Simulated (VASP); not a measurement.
VASP runs on La (dhcp) share one base input (PBE GGA, plane waves, VASP's PBE PAW potentials (set 64)) and change the settings named in each case.

**INCAR**
```
SYSTEM = La
PREC = Accurate
ENCUT = 400
EDIFF = 1E-6
NELM = 100
ALGO = Normal
LREAL = .FALSE.
LASPH = .TRUE.
ISMEAR = 1
SIGMA = 0.1
GGA = PE
LMAXMIX = 6
LWAVE = .FALSE.
LCHARG = .FALSE.
ISIF = 2
```

**KPOINTS**
```
Automatic
0
Gamma
9 9 3
0 0 0
```

POSCAR:
```
La
1
    1.8850000000    -3.2649160000     0.0000000000
    1.8850000000     3.2649160000     0.0000000000
    0.0000000000     0.0000000000    12.1600000000
La
4
Direct
  0.0000000000   0.0000000000   0.5000000000
  0.0000000000   0.0000000000   0.0000000000
  0.3333330000   0.6666670000   0.2500000000
  0.6666670000   0.3333330000   0.7500000000
```

POTCAR, in this order: La (PBE.64 set). Program: vasp_std.

```
change                      E(σ→0) (eV/atom)  pressure (GPa)  −TS (eV)
--------------------------  ----------------  --------------  --------
base run                             -4.8830           -0.13    0.0002
ISMEAR = 2, SIGMA = 0.3              -4.8819           -0.13   -0.0056
ISMEAR = -1, SIGMA = 0.02            -4.8830           -0.14   -0.0096
ISMEAR = 2, SIGMA = 0.02             -4.8830           -0.15    0.0002
ISMEAR = -1, SIGMA = 0.2             -4.8845            0.26   -0.8657
ISMEAR = 2, SIGMA = 0.01             -4.8830           -0.14    0.0000
ISMEAR = -5, SIGMA removed           -4.8838           -0.12    0.0000
ISMEAR = -4, SIGMA removed           -4.8709           -0.14    0.0000
```

Left out are runs that ran out of time, are held back, or changed the cell or the kind of run, fixed moments of cells without a moment, rows past the twelfth, gaps on odd meshes, pressures of charged cells and columns that move by less than the noise.

The compound is La in the dhcp structure. The cell was not relaxed at this level.
